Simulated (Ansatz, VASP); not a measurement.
This is a calculation of Be4CuSi for VASP 6.6.1.

INCAR

```
SYSTEM = Be4CuSi
PREC = Accurate
ENCUT = 520
EDIFF = 1E-7
ISMEAR = -1
SIGMA = 0.05
LREAL = .FALSE.
LASPH = .TRUE.
NELM = 80
ALGO = Normal
ISIF = 2
LWAVE = .FALSE.
LCHARG = .TRUE.
GGA = PE
LELF = .TRUE.
LVHAR = .TRUE.
NBANDS = 20
```

Contents of KPOINTS:

```
regular mesh
0
G
  8 8 8
  0 0 0
```

POSCAR

```
Be4CuSi
1.0
    0.0000000000      3.0592720000      3.0592720000
    3.0592720000      0.0000000000      3.0592720000
    3.0592720000      3.0592720000      0.0000000000
Cu Si Be
1 1 4
Direct
    0.2657370000      0.2424280000      0.2449120000
    0.0107600000      0.0137860000     -0.0196720000
    0.1249680000      0.6243450000      0.6276650000
    0.6120860000      0.6074020000      0.6468000000
    0.6228960000      0.6242120000      0.1298480000
    0.6116890000      0.1183400000      0.6362720000
```

Potentials or basis: VASP PAW PBE potentials, release 64 (Cu, Si, Be).

Launch:

```bash
$ cat potpaw_PBE.64/Cu/POTCAR potpaw_PBE.64/Si/POTCAR potpaw_PBE.64/Be/POTCAR > POTCAR
$ mpirun -np 1 vasp_std > vasp.out
```

**Question.** Set up the same calculation for Ansatz 0.2.0. Potentials there: Ansatz PAW.

**Answer.** As run (the cutoff follows the program's own potentials):

File input.yaml:

```yaml
crystal:
  lattice:
    - [0.0, 3.059272, 3.059272]
    - [3.059272, 0.0, 3.059272]
    - [3.059272, 3.059272, 0.0]
  atoms:
    - { symbol: Cu, position: [0.265737, 0.242428, 0.244912] }
    - { symbol: Si, position: [0.01076, 0.013786, -0.019672] }
    - { symbol: Be, position: [0.124968, 0.624345, 0.627665] }
    - { symbol: Be, position: [0.612086, 0.607402, 0.6468] }
    - { symbol: Be, position: [0.622896, 0.624212, 0.129848] }
    - { symbol: Be, position: [0.611689, 0.11834, 0.636272] }
hamiltonian:
  xc: pbe
  pseudopotentials: { kind: paw }
kpoints:
  mp_grid: { grid: [8, 8, 8] }
scf:
  occupations: { method: fermi_dirac, width: 0.05 }
output:
  forces: true
  stress: true
  eigenvalues: true
```

Potentials or basis: Ansatz PAW.

Launch:

```bash
$ ansatz run input.yaml --threads 2 --pin off --max-ram 5120MiB --backend cpu --events-out ev --progress --plain --runs-dir out
```

Both were run:

|  | VASP | Ansatz | Ansatz less VASP |
| --- | --- | --- | --- |
| gap on the k mesh at the Fermi level (eV) | none | none | - |
| pressure (GPa) | 0.3 | 0.2 | -0.10 |
| largest component of the traceless stress (GPa) | 0.65 | 0.64 | -0.009 |
| rms of the force components (eV/Å) | 0.205 | 0.204 | -0.0013 |

Atom by atom the forces differ by 0.002 eV/Å (rms over components). A gap of «none» marks a metal or a gap that the smearing closes. The two sets of potentials don't hold the same shells in valence.
